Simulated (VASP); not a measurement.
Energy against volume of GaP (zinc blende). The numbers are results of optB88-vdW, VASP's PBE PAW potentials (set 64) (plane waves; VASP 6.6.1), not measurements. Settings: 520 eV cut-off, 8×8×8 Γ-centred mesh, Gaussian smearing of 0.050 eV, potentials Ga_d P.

```tsv
V (Å³/atom)	E (eV/atom)
20.159	-2.12611
20.782	-2.13095
21.406	-2.12675
22.029	-2.11488
```

**Question.** Fit these four points and predict the energy of the run at 19.535 Å³/atom.

**Answer.** A cubic in V^(−2/3), the third-order Birch-Murnaghan form, passes through the four points with V0 = 20.79 Å³/atom and B0 = 77 GPa, and gives -2.1106 eV/atom there. The run gave -2.1106 eV/atom, +0.0 meV/atom from the fit; all five points give B0 = 77 GPa.

The compound is GaP in the zinc blende structure. It was relaxed first.
